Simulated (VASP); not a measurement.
## What goes wrong when Al is relaxed with a bad input

Some relaxations of Al get a fault in the input on purpose. Which of them show, and how? The starting structure is a measured crystal structure from the Crystallography Open Database.

Main program and level: VASP 6.6.1; Kohn-Sham DFT with plane waves and PAW; PBEsol.

## (1) Set-up

It takes space group Fm-3m (No. 225, cubic). The conventional cell has a = 4.050 Å, b = 4.050 Å, c = 4.050 Å, α = 90.00°, β = 90.00°, γ = 90.00°. Nearest to Al lie 12 Al at 2.86 Å.

Structure file:

```xyz
1
Lattice="0.0000 2.0249 2.0249 2.0249 0.0000 2.0249 2.0249 2.0249 0.0000" Properties=species:S:1:pos:R:3 pbc="T T T"
Al    0.0000    0.0000    0.0000
```

## (2) Reference relaxation

The input, INCAR:

```
SYSTEM = Al
PREC = Accurate
ENCUT = 450
EDIFF = 1E-06
NELM = 100
ISMEAR = 1
SIGMA = 0.1
LREAL = .FALSE.
ALGO = Normal
GGA = PS
LORBIT = 11
LWAVE = .FALSE.
LCHARG = .FALSE.
KPAR = 2
IBRION = 2
NSW = 50
ISIF = 3
EDIFFG = -0.01
```

The input, POSCAR:

```
Al
1.0
    0.0000000000      2.0249250000      2.0249250000
    2.0249250000      0.0000000000      2.0249250000
    2.0249250000      2.0249250000      0.0000000000
Al
1
Direct
    0.0000000000      0.0000000000      0.0000000000
```

The input, KPOINTS:

```
Automatic mesh
0
Gamma
12 12 12
0 0 0
```

PAW data sets: Al (PBE family, release 64).

Launch:

```bash
> mpirun -np 2 vasp_std
```

What it wrote:

```text
[banner, memory and clock lines left out]
running    2 mpi-ranks, on    1 nodes
 distrk:  each k-point on    1 cores,    2 groups
 distr:  one band on    1 cores,    1 groups

 POSCAR found type information on POSCAR Al
 POSCAR found :  1 types and       1 ions
|                                                                             |
|               ----> ADVICE to this user running VASP <----                  |
|                                                                             |
|     You enforced a specific xc type in the INCAR file but a different       |
|     [... a line on the potential file left out ...]
|     I HOPE YOU KNOW WHAT YOU ARE DOING!                                     |
|                                                                             |

 LDA part: xc-table for (Slater+PW92), standard interpolation
 POSCAR, INCAR and KPOINTS ok, starting setup
 FFT: planning ... GRIDC
 FFT: planning ... GRID_SOFT
 FFT: planning ... GRID
 WAVECAR not read
 entering main loop
       N       E                     dE             d eps       ncg     rms          rms(c)
DAV:   1    -0.228084377189E+01   -0.22808E+01   -0.72620E+02   795   0.273E+02
DAV:   2    -0.410912670084E+01   -0.18283E+01   -0.15683E+01   975   0.268E+01
DAV:   3    -0.412504128353E+01   -0.15915E-01   -0.15915E-01   925   0.292E+00
DAV:   4    -0.412508241276E+01   -0.41129E-04   -0.41129E-04   960   0.145E-01
DAV:   5    -0.412508260586E+01   -0.19310E-06   -0.19364E-06   960   0.902E-03    0.138E+00
DAV:   6    -0.410847264557E+01    0.16610E-01   -0.21476E-03   895   0.309E-01    0.785E-01
DAV:   7    -0.409720660538E+01    0.11266E-01   -0.59267E-03   850   0.495E-01    0.165E-01
DAV:   8    -0.409719358007E+01    0.13025E-04   -0.31959E-05   945   0.585E-02    0.771E-03
DAV:   9    -0.409719286590E+01    0.71417E-06   -0.47947E-07   885   0.484E-03
   1 F= -.40971929E+01 E0= -.40974398E+01  d E =-.409719E+01
 curvature:   0.00 expect dE= 0.000E+00 dE for cont linesearch  0.000E+00
 trial: gam= 0.00000 g(F)=  0.122E-64 g(S)=  0.486E-02 ort = 0.000E+00 (trialstep = 0.100E+01)
 search vector abs. value=  0.486E-02
 bond charge predicted
       N       E                     dE             d eps       ncg     rms          rms(c)
DAV:   1    -0.409937498514E+01   -0.21814E-02   -0.34951E-02   890   0.120E+00    0.163E-01
DAV:   2    -0.409921111007E+01    0.16388E-03   -0.22818E-04   780   0.128E-01    0.567E-02
DAV:   3    -0.409910535108E+01    0.10576E-03   -0.38212E-05   895   0.368E-02    0.204E-02
DAV:   4    -0.409909687477E+01    0.84763E-05   -0.47361E-06   930   0.129E-02    0.128E-02
DAV:   5    -0.409909689036E+01   -0.15595E-07   -0.37423E-08   445   0.201E-03
   2 F= -.40990969E+01 E0= -.40993581E+01  d E =-.190402E-02
 trial-energy change:   -0.001904  1 .order   -0.001863   -0.004858    0.001131
 step:   0.8172(harm=  0.8111)  dis= 0.00000  next Energy=    -4.099200 (dE=-0.201E-02)
 bond charge predicted
       N       E                     dE             d eps       ncg     rms          rms(c)
DAV:   1    -0.409921129648E+01   -0.11442E-03   -0.11466E-03   895   0.217E-01    0.292E-02
DAV:   2    -0.409920527113E+01    0.60254E-05   -0.75321E-06   790   0.232E-02    0.103E-02
DAV:   3    -0.409920113043E+01    0.41407E-05   -0.12566E-06   680   0.670E-03    0.338E-03
DAV:   4    -0.409920063948E+01    0.49095E-06   -0.16176E-07   405   0.257E-03
   3 F= -.40992006E+01 E0= -.40994671E+01  d E =-.200777E-02
 curvature:  -0.41 expect dE=-0.101E-07 dE for cont linesearch -0.101E-07
 trial: gam= 0.00000 g(F)=  0.670E-64 g(S)=  0.250E-07 ort =-0.110E-04 (trialstep = 0.963E+00)
 search vector abs. value=  0.251E-07
 reached required accuracy - stopping structural energy minimisation
```

The job ended after 2.2 s (2 MPI ranks of Intel Xeon 6975P-C (Granite Rapids), shared host; peak memory 0.22 GiB).

Lines that name or quote the potential files are left out of all logs, and their timing lines are given in words.

Parts of OUTCAR (step 2):

```text
ion  position               nearest neighbor table
   1  0.000  0.000  0.000-

  LATTYP: Found a face centered cubic cell.
 ALAT       =     4.0498500000

 Subroutine GETGRP returns: Found 48 space group operations
 (whereof 48 operations were pure point group operations)

The static configuration has the point symmetry O_h .

 Found     72 irreducible k-points:

   k-points           NKPTS =     72   k-points in BZ     NKDIM =     72   number of bands    NBANDS=      5

   dimension x,y,z NGX =    20 NGY =   20 NGZ =   20
   dimension x,y,z NGXF=    40 NGYF=   40 NGZF=   40

   ENCUT  =  450.0 eV  33.07 Ry    5.75 a.u.   4.95  4.95  4.95*2*pi/ulx,y,z

   NELECT =       3.0000    total number of electrons

 k-points in reciprocal lattice and weights: Automatic mesh
   0.00000000  0.00000000  0.00000000       0.001
   0.08333333  0.00000000  0.00000000       0.005
   0.16666667  0.00000000  0.00000000       0.005
   0.25000000  0.00000000  0.00000000       0.005
   0.33333333  0.00000000  0.00000000       0.005
   0.41666667  0.00000000  0.00000000       0.005
   0.50000000  0.00000000  0.00000000       0.002
   0.08333333  0.08333333  0.00000000       0.003
   0.16666667  0.08333333  0.00000000       0.014
[...]
-0.33333333  0.50000000  0.16666667       0.007
  -0.25000000  0.50000000  0.25000000       0.003

 average (electrostatic) potential at core
       1 -72.1257

 E-fermi :   7.9641

 k-point     1 :       0.0000    0.0000    0.0000
  band No.  band energies     occupation
      1      -3.1248      2.00000
      2      20.7925      0.00000
      3      20.7925      0.00000
      4      20.7925      0.00000
      5      22.4007      0.00000

 k-point     2 :       0.0833    0.0000    0.0000
  band No.  band energies     occupation
      1      -2.9342      2.00000
      2      18.1871      0.00000
      3      20.2451      0.00000
      4      20.2451      0.00000
      5      23.0372      0.00000

 k-point     3 :       0.1667    0.0000    0.0000
  band No.  band energies     occupation
      1      -2.3640      2.00000
      2      14.8031      0.00000
      3      19.5523      0.00000
      4      19.5523      0.00000
      5      22.8422      0.00000

  Total        0.0004154      0.0004154      0.0004154      0.0000000     -0.0000000      0.0000000
  in kB        0.0409572      0.0409572      0.0409572      0.0000000     -0.0000000      0.0000000
  external PRESSURE =       0.0409572 kB  Pullay stress =       0.0000000 kB

  energy-cutoff  :      450.00
  volume of cell :       16.25
      direct lattice vectors                 reciprocal lattice vectors
     0.000000000  2.010299326  2.010299326    -0.248719180  0.248719180  0.248719180
     2.010299326  0.000000000  2.010299326     0.248719180 -0.248719180  0.248719180
     2.010299326  2.010299326  0.000000000     0.248719180  0.248719180 -0.248719180

 POSITION                                       TOTAL-FORCE (eV/Angst)
 -----------------------------------------------------------------------------------
      0.00000      0.00000      0.00000         0.000000     -0.000000     -0.000000
 -----------------------------------------------------------------------------------
    total drift:                                0.000000      0.000000     -0.000000

  FREE ENERGIE OF THE ION-ELECTRON SYSTEM (eV)
  ---------------------------------------------------
  free  energy   TOTEN  =        -4.0992006395 eV

  energy  without entropy=       -4.0999998941  energy(sigma->0) =       -4.09946706

 reached required accuracy - stopping structural energy minimisation

 total charge
# of ion       s       p       d       tot
------------------------------------------
    1        0.431   0.345   0.000   0.775

[... 3 further parts left out ...]
```

CONTCAR:

```
Al
   1.00000000000000
     0.0000000000000000    2.0102993255452901    2.0102993255452901
     2.0102993255452901    0.0000000000000000    2.0102993255452901
     2.0102993255452901    2.0102993255452901    0.0000000000000000
  Al
     1
Direct
     0.0000000000000000    0.0000000000000000    0.0000000000000000
```

This run has no spin polarisation. Its electron count is odd, so without a moment it is a metal by construction. The PAW data sets were made with PBE, which is usual practice but a small mismatch for other functionals. The run keeps the 48 symmetry operations of its start, so it cannot find a distortion of lower symmetry.

The reference relaxation ends at 16.248 Å³ an atom. Pressures at 0.985 and 1.015 times this volume, from two more relaxations that aren't shown, give a bulk modulus of 84.8 GPa.

## (3) Relaxation with a k mesh far too coarse

A slip made on purpose: a k mesh far too coarse. Against step 2 the input has a 2×2×2 mesh (also changed: NELM, NCORE and KPAR).

Changes to INCAR since step 2:

```diff
@@ -4,3 +4,3 @@
 EDIFF = 1E-06
-NELM = 100
+NELM = 60
 ISMEAR = 1
@@ -13,3 +13,3 @@
 LCHARG = .FALSE.
-KPAR = 2
+NCORE = 2
 IBRION = 2
```

POSCAR is that of step 2.

The input, KPOINTS:

```
Automatic mesh
0
Gamma
2 2 2
0 0 0
```

Launch:

```bash
> mpirun -np 2 vasp_std
```

What it wrote:

```text
[banner, memory and clock lines left out]
running    2 mpi-ranks, on    1 nodes
[...]
[... a notice as in an earlier step ...]

 LDA part: xc-table for (Slater+PW92), standard interpolation
 POSCAR, INCAR and KPOINTS ok, starting setup
[...]
entering main loop
       N       E                     dE             d eps       ncg     rms          rms(c)
DAV:   1    -0.439231699730E+01   -0.43923E+01   -0.57819E+02    40   0.252E+02
DAV:   2    -0.478546679571E+01   -0.39315E+00   -0.39315E+00    50   0.186E+01
DAV:   3    -0.478582649501E+01   -0.35970E-03   -0.35970E-03    45   0.570E-01
DAV:   4    -0.478582696246E+01   -0.46745E-06   -0.46750E-06    35   0.216E-02
[...]
DAV:   8    -0.475367270801E+01   -0.15945E-06   -0.25939E-05    45   0.613E-02    0.111E-02
DAV:   9    -0.475367143185E+01    0.12762E-05   -0.68476E-07    35   0.632E-03    0.115E-03
DAV:  10    -0.475367106215E+01    0.36970E-06   -0.67389E-09    20   0.591E-04
   1 F= -.47536711E+01 E0= -.47543958E+01  d E =-.475367E+01
[...]
DAV:   2    -0.477165188084E+01    0.23034E-02   -0.75429E-04    30   0.279E-01    0.236E-01
DAV:   3    -0.477013094682E+01    0.15209E-02   -0.39089E-04    30   0.126E-01    0.870E-02
DAV:   4    -0.477011750995E+01    0.13437E-04   -0.73635E-06    45   0.241E-02    0.402E-02
DAV:   5    -0.477011667664E+01    0.83330E-06   -0.24984E-07    20   0.387E-03
   2 F= -.47701167E+01 E0= -.47708414E+01  d E =-.164456E-01
 trial-energy change:   -0.016446  1 .order   -0.013793   -0.083455    0.055869
 step:   0.6258(harm=  0.5990)  dis= 0.00000  next Energy=    -4.780432 (dE=-0.268E-01)
[...]
N       E                     dE             d eps       ncg     rms          rms(c)
DAV:   1    -0.478126373728E+01   -0.11146E-01   -0.63323E-02    30   0.181E+00    0.191E-01
DAV:   2    -0.478093804198E+01    0.32570E-03   -0.10295E-04    35   0.913E-02    0.818E-02
DAV:   3    -0.478072324627E+01    0.21480E-03   -0.35496E-05    30   0.394E-02    0.221E-02
DAV:   4    -0.478071497116E+01    0.82751E-05   -0.22434E-06    30   0.991E-03    0.168E-02
DAV:   5    -0.478071531981E+01   -0.34865E-06   -0.46252E-08    15   0.177E-03
   3 F= -.47807153E+01 E0= -.47814401E+01  d E =-.270443E-01
[...]
reached required accuracy - stopping structural energy minimisation
```

Wall time 1 s (2 MPI ranks); peak memory 0.19 GiB; 1 s of CPU time.

OUTCAR, selected parts (step 3):

```text
  Total       -0.0015419     -0.0015419     -0.0015419      0.0000000      0.0000000      0.0000000
  in kB       -0.1594846     -0.1594846     -0.1594846      0.0000000      0.0000000      0.0000000
  external PRESSURE =      -0.1594846 kB  Pullay stress =       0.0000000 kB

 POSITION                                       TOTAL-FORCE (eV/Angst)
 -----------------------------------------------------------------------------------
      0.00000      0.00000      0.00000         0.000000      0.000000      0.000000
 -----------------------------------------------------------------------------------
    total drift:                                0.000000      0.000000     -0.000000

  FREE ENERGIE OF THE ION-ELECTRON SYSTEM (eV)
  ---------------------------------------------------
  free  energy   TOTEN  =        -4.7807153198 eV

  energy  without entropy=       -4.7828895343  energy(sigma->0) =       -4.78144006

[... 1 part as in an earlier step ...]

[... 3 further parts left out ...]
[key lines of the parts left out:]
E-fermi :   5.6639
```

With a k mesh far too coarse the cell ends at 15.490 Å³ an atom, -4.67 % from the reference; the bulk modulus is 119.9 GPa against 84.8 GPa.

## (4) Relaxation with too few ionic steps

A slip made on purpose: too few ionic steps. Against step 2 the input has NSW = 2 (also changed: NELM).

Changes to INCAR since step 3:

```diff
@@ -13,5 +13,5 @@
 LCHARG = .FALSE.
-NCORE = 2
+KPAR = 2
 IBRION = 2
-NSW = 50
+NSW = 2
 ISIF = 3
```

POSCAR is that of step 3.

The input, KPOINTS:

```
Automatic mesh
0
Gamma
12 12 12
0 0 0
```

Launch:

```bash
> mpirun -np 2 vasp_std
```

What it wrote:

```text
[banner, memory and clock lines left out]
running    2 mpi-ranks, on    1 nodes
[...]
[... a notice as in an earlier step ...]

 LDA part: xc-table for (Slater+PW92), standard interpolation
 POSCAR, INCAR and KPOINTS ok, starting setup
[...]
entering main loop
       N       E                     dE             d eps       ncg     rms          rms(c)
[... 9 cycles as in an earlier step ...]
   1 F= -.40971929E+01 E0= -.40974398E+01  d E =-.409719E+01
[...]
N       E                     dE             d eps       ncg     rms          rms(c)
[... 5 cycles as in an earlier step ...]
   2 F= -.40990969E+01 E0= -.40993581E+01  d E =-.190402E-02
 trial-energy change:   -0.001904  1 .order   -0.001863   -0.004858    0.001131
 step:   0.8172(harm=  0.8111)  dis= 0.00000  next Energy=    -4.099200 (dE=-0.201E-02)
```

Elapsed: 2 s, on 2 MPI ranks; peak memory 0.22 GiB.

Parts of OUTCAR (step 4):

```text
  Total        0.0426652      0.0426652      0.0426652      0.0000000      0.0000000      0.0000000
  in kB        4.2275984      4.2275984      4.2275984      0.0000000      0.0000000      0.0000000
  external PRESSURE =       4.2275984 kB  Pullay stress =       0.0000000 kB

 POSITION                                       TOTAL-FORCE (eV/Angst)
 -----------------------------------------------------------------------------------
      0.00000      2.00703      2.00703         0.000000     -0.000000     -0.000000
 -----------------------------------------------------------------------------------
    total drift:                                0.000000      0.000000     -0.000000

  FREE ENERGIE OF THE ION-ELECTRON SYSTEM (eV)
  ---------------------------------------------------
  free  energy   TOTEN  =        -4.0990968904 eV

  energy  without entropy=       -4.0998806440  energy(sigma->0) =       -4.09935814

[... 1 part as in an earlier step ...]

[... 2 further parts left out ...]
[key lines of the parts left out:]
E-fermi :   8.0152
```

The relaxation used up its 2 ionic steps (NSW) before forces and stress met EDIFFG.

## (5) Relaxation with the cell held fixed (ISIF = 2)

A slip made on purpose: the cell held fixed (ISIF = 2). Against step 2 the input has ISIF = 2 (also changed: NELM).

Changes to INCAR since step 4:

```diff
@@ -15,4 +15,4 @@
 IBRION = 2
-NSW = 2
-ISIF = 3
+NSW = 50
+ISIF = 2
 EDIFFG = -0.01
```

POSCAR is that of step 4.

KPOINTS is that of step 4.

Launch:

```bash
> mpirun -np 2 vasp_std
```

What it wrote:

```text
[... set-up lines as in an earlier step ...]
 entering main loop
       N       E                     dE             d eps       ncg     rms          rms(c)
[... 9 cycles as in an earlier step ...]
   1 F= -.40971929E+01 E0= -.40974398E+01  d E =-.409719E+01
[...]
reached required accuracy - stopping structural energy minimisation
```

It took 1.4 s on 2 MPI ranks; peak memory 0.21 GiB; 1.8 s of CPU time.

[end of part 1 of 2]

[Lines on the potential files, build, host, timing and source positions are cut from VASP's logs without a mark.]

[Logs are printed without paths, hosts, clocks, repeated set-up lines and the standing remarks that a program may print on its own settings, such as how far it seeks lower states.]

[Hosts, paths, dates, database ids (printed as entryN), source tags and the programs' standing remarks are cut or masked in the printed files.]
